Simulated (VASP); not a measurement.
Input:

```yaml
crystal:
  lattice:
    - [2.42283, 0.00000, 0.00000]
    - [0.00000, 2.42283, 0.00000]
    - [0.00000, 0.00000, 2.42283]
  atoms:
    - { symbol: P, position: [0.00000, 0.00000, 0.00000] }
```

The numbers are results of PBEsol GGA, VASP's PBE PAW potentials (set 64) (plane waves; VASP), not measurements. Run with 400 eV cut-off, 17×17×17 Γ-centred mesh, tetrahedra with Blöchl corrections, potentials P.

**Question.** What does the run give for the energy per atom (σ→0), band gap (on the k-mesh) with the smallest direct gap where there is one?

**Answer.** 
```yaml
band gap (on the k-mesh): none (metal, semimetal or under 0.01 eV)
energy per atom (σ→0): -5.773 eV/atom
```

The structure was generated: P was put into the simple-cubic type (Pm-3m), which need not be its known phase. It was relaxed first, which changed the volume by -13 %.
